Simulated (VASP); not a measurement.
Here is the system:

```
Mg2Sn
1.0
    0.00000     3.36668     3.36668
    3.36668     0.00000     3.36668
    3.36668     3.36668     0.00000
Mg Sn
2 1
Direct
  0.25000   0.25000   0.25000
  0.75000   0.75000   0.75000
  0.00000   0.00000   0.00000
```

Level of theory: PBE GGA with D4 dispersion, VASP's PBE PAW potentials (set 64) (plane waves; VASP). Run with 520 eV cut-off, Gaussian smearing of 0.050 eV, potentials Mg Sn_d.

Give the energies of bands 7 to 12 at the high-symmetry points, in eV from the Fermi level.

| band | Γ | X | U | L | W |
|---|---|---|---|---|---|
| 7 | 0.07 | -4.57 | -4.15 | -4.79 | -3.75 |
| 8 | 0.07 | -2.06 | -3.51 | -0.77 | -3.75 |
| 9 | 0.07 | -2.06 | -1.73 | -0.77 | -2.67 |
| 10 | 1.56 | -0.07 | 0.44 | 0.78 | 2.73 |
| 11 | 2.23 | 0.21 | 2.69 | 2.29 | 3.07 |
| 12 | 2.23 | 7.34 | 5.39 | 2.29 | 3.07 |

It has no gap at this level: it comes out as a metal or semimetal.

Measured: gap 0.36 eV (computed value off by -0.36 eV), as given by Byungki Ryu et al., Journal of the Korean Physical Society (2019), arXiv:1905.06140.

The compound is Mg2Sn in the antifluorite structure. It was relaxed first.
